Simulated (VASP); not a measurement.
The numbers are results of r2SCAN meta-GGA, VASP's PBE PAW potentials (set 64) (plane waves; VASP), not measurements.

A VASP calculation is set up with these files.

### KPOINTS
```
Regular mesh
0
G
  11 11 11
```

INCAR:
```
LREAL  =  F   # projection in real space or not
LWAVE  =  F
IBRION  =  2
EDIFF  =  1E-6   # SCF stop (eV)
PREC  =  Accurate
ISMEAR  =  1
SIGMA  =  0.1   # width (eV)
METAGGA  =  R2SCAN
ISIF  =  3
NSW  =  60   # most ionic steps
LASPH  =  T
ENCUT  =  400   # plane-wave cut-off (eV)
LMIXTAU  =  T
SYSTEM  =  Mg
EDIFFG  =  -0.01   # ionic stop
NELM  =  100   # most electronic steps
ALGO  =  Normal   # blocked Davidson
LCHARG  =  F
```

POSCAR:
```
Mg
1
    2.9644210000     0.0000000000     0.0000000000
    0.0000000000     2.9644210000     0.0000000000
    0.0000000000     0.0000000000     2.9644210000
Mg
1
Direct
  0.0000000000   0.0000000000   0.0000000000
```

POTCAR, in this order: Mg (PBE.64 set). Program: vasp_std.

Output

OSZICAR:
```
       N       E                     dE             d eps       ncg     rms          rms(c)
DAV:   1    -0.316049828889E+01   -0.31605E+01   -0.71605E+02   600   0.221E+02
DAV:   2    -0.379386798390E+01   -0.63337E+00   -0.61951E+00   745   0.140E+01
DAV:   3    -0.379788604813E+01   -0.40181E-02   -0.40184E-02   745   0.129E+00
DAV:   4    -0.379789389623E+01   -0.78481E-05   -0.78482E-05   810   0.480E-02
DAV:   5    -0.379789391370E+01   -0.17469E-07   -0.17330E-07   720   0.212E-03    0.556E-01
DAV:   6    -0.366435766361E+01    0.13354E+00   -0.44827E-02   585   0.135E+00    0.377E-01
DAV:   7    -0.377847922862E+01   -0.11412E+00   -0.21160E-02   575   0.105E+00    0.398E-02
DAV:   8    -0.369161553138E+01    0.86864E-01   -0.29921E-02   565   0.719E-01    0.647E-02
DAV:   9    -0.369207337841E+01   -0.45785E-03   -0.72756E-04   685   0.186E-01    0.595E-02
DAV:  10    -0.369236457553E+01   -0.29120E-03   -0.18605E-04   645   0.812E-02    0.513E-02
DAV:  11    -0.369539272532E+01   -0.30281E-02   -0.16027E-03   600   0.257E-01    0.401E-02
DAV:  12    -0.369261607069E+01    0.27767E-02   -0.79883E-04   565   0.150E-01    0.224E-02
DAV:  13    -0.369271800800E+01   -0.10194E-03   -0.12386E-04   655   0.843E-02    0.121E-02
DAV:  14    -0.369271636940E+01    0.16386E-05   -0.64089E-06   630   0.249E-02    0.507E-03
DAV:  15    -0.369271847170E+01   -0.21023E-05   -0.57365E-07   605   0.857E-03    0.815E-04
DAV:  16    -0.369271929390E+01   -0.82219E-06   -0.38432E-07   545   0.435E-03
   1 F= -.36927193E+01 E0= -.36926168E+01  d E =-.369272E+01
       N       E                     dE             d eps       ncg     rms          rms(c)
DAV:   1    -0.369362259936E+01   -0.90413E-03   -0.40140E-03   740   0.329E-01    0.217E-02
DAV:   2    -0.369366397706E+01   -0.41378E-04   -0.12471E-04   685   0.737E-02    0.164E-02
DAV:   3    -0.369372931488E+01   -0.65338E-04   -0.10250E-04   570   0.646E-02    0.841E-03
DAV:   4    -0.369365366117E+01    0.75654E-04   -0.53369E-05   580   0.410E-02    0.104E-03
DAV:   5    -0.369365866296E+01   -0.50018E-05   -0.25836E-06   600   0.103E-02    0.162E-03
DAV:   6    -0.369365514170E+01    0.35213E-05   -0.18701E-06   565   0.889E-03    0.194E-04
DAV:   7    -0.369365524000E+01   -0.98294E-07   -0.40848E-08   280   0.151E-03
   2 F= -.36936552E+01 E0= -.36935542E+01  d E =-.935946E-03
       N       E                     dE             d eps       ncg     rms          rms(c)
DAV:   1    -0.369372131330E+01   -0.66172E-04   -0.33880E-03   740   0.300E-01    0.200E-02
DAV:   2    -0.369375550962E+01   -0.34196E-04   -0.11304E-04   675   0.701E-02    0.150E-02
DAV:   3    -0.369380216301E+01   -0.46653E-04   -0.98176E-05   570   0.620E-02    0.652E-03
DAV:   4    -0.369374961564E+01    0.52547E-04   -0.40548E-05   580   0.369E-02    0.120E-03
DAV:   5    -0.369375373384E+01   -0.41182E-05   -0.11153E-06   605   0.816E-03    0.120E-03
DAV:   6    -0.369375103748E+01    0.26964E-05   -0.11961E-06   560   0.857E-03    0.178E-04
DAV:   7    -0.369375107058E+01   -0.33107E-07   -0.18417E-08   280   0.102E-03
   3 F= -.36937511E+01 E0= -.36936509E+01  d E =-.103178E-02
       N       E                     dE             d eps       ncg     rms          rms(c)
DAV:   1    -0.369379100826E+01   -0.39971E-04   -0.44705E-04   735   0.110E-01    0.721E-03
DAV:   2    -0.369379610920E+01   -0.51009E-05   -0.13764E-05   680   0.241E-02    0.540E-03
DAV:   3    -0.369381030960E+01   -0.14200E-04   -0.11342E-05   570   0.236E-02    0.229E-03
DAV:   4    -0.369379804667E+01    0.12263E-04   -0.51618E-06   575   0.141E-02    0.379E-04
DAV:   5    -0.369379882340E+01   -0.77673E-06   -0.37374E-07   430   0.608E-03
   4 F= -.36937988E+01 E0= -.36936984E+01  d E =-.107953E-02
```

File OUTCAR:
```
------------------------ aborting loop because EDIFF is reached ----------------------------------------
  FORCE on cell =-STRESS in cart. coord.  units (eV):
  Direction    XX          YY          ZZ          XY          YZ          ZX
  --------------------------------------------------------------------------------------
  Total        0.0019276      0.0019276      0.0019276      0.0000000      0.0000000     -0.0000000
  in kB        0.1158832      0.1158832      0.1158832      0.0000000      0.0000000     -0.0000000
  external PRESSURE =       0.1158832 kB  Pullay stress =       0.0000000 kB
  volume of cell :       26.65
      direct lattice vectors                 reciprocal lattice vectors
     2.987007971 -0.000000000  0.000000000     0.334783171  0.000000000 -0.000000000
    -0.000000000  2.987007971 -0.000000000     0.000000000  0.334783171 -0.000000000
     0.000000000  0.000000000  2.987007971     0.000000000  0.000000000  0.334783171
 POSITION                                       TOTAL-FORCE (eV/Angst)
 -----------------------------------------------------------------------------------
      0.00000      0.00000      0.00000         0.000000      0.000000      0.000000
 -----------------------------------------------------------------------------------
    total drift:                                0.000000      0.000000      0.000000
  FREE ENERGIE OF THE ION-ELECTRON SYSTEM (eV)
  ---------------------------------------------------
  free  energy   TOTEN  =        -3.6937988234 eV

  energy  without entropy=       -3.6934975309  energy(sigma->0) =       -3.69369839

 reached required accuracy - stopping structural energy minimisation
```
(Selected blocks of OUTCAR.)

### CONTCAR
```
Mg
   1.00000000000000
     2.9870079714889934   -0.0000000000000000    0.0000000000000000
    -0.0000000000000000    2.9870079714889934   -0.0000000000000000
     0.0000000000000000    0.0000000000000000    2.9870079714889934
  Mg
     1
Direct
     0.0000000000000000    0.0000000000000000    0.0000000000000000
```

Energy and stress use the plane-wave basis of the starting cell.

The structure was generated: Mg was put into the simple-cubic type (Pm-3m), which need not be its known phase. This run relaxes it. Symmetry was kept, so distortions that lower it aren't found.
